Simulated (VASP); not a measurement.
Input of a VASP 6.6.1 run:

File POSCAR:

```
BeSb
1.0
    3.8791000000      0.0000000000      0.0000000000
   -1.9395500000      3.3594000000      0.0000000000
    0.0000000000      0.0000000000      3.0375500000
Be Sb
1 1
Direct
    0.0000000000      0.0000000000      0.0000000000
    0.3333300000      0.6666700000      0.5000000000
```

The input INCAR.step1:

```
SYSTEM = BeSb
PREC = Accurate ; ENCUT = 520
EDIFF = 1E-5 ; ISMEAR = -1
SIGMA = 0.05 ; LREAL = .FALSE.
LASPH = .TRUE. ; NELM = 100
ALGO = Normal ; ISIF = 2
LWAVE = .TRUE. ; LCHARG = .FALSE.
NBANDS = 10 ; GGA = PE
```

File INCAR.step2:

```
SYSTEM = BeSb
PREC = Accurate ; ENCUT = 520
EDIFF = 1E-6 ; ISMEAR = -1
SIGMA = 0.05 ; LREAL = .FALSE.
LASPH = .TRUE. ; NELM = 100
ALGO = Normal ; ISIF = 2
LWAVE = .FALSE. ; LCHARG = .FALSE.
GGA = PE ; LHFCALC = .TRUE.
HFSCREEN = 0.2 ; AEXX = 0.1
PRECFOCK = Fast ; NBANDS = 10
ISTART = 1
```

File KPOINTS:

```
regular mesh
0
G
  4 4 5
  0 0 0
```

Potentials or basis: VASP PAW PBE potentials, release 64 (Be, Sb).

The run is started by

```console
$ cat potpaw_PBE.64/Be/POTCAR potpaw_PBE.64/Sb/POTCAR > POTCAR
$ cp INCAR.step1 INCAR
$ mpirun -np 1 vasp_std > vasp.out
$ cp INCAR.step2 INCAR
$ mpirun -np 1 vasp_std > vasp.out
```

(1) What does it give for the band gap on the k mesh?

(2) What does it give for the pressure?

Answers

(1) none (metal or under the smearing width).

(2) -1.1 GPa.

Caveat: the k mesh is coarse (spacing up to 0.47 Å⁻¹), so the values aren't converged, least of all with exact exchange; the PAW data sets were made with another functional, which shifts forces and pressure a little.
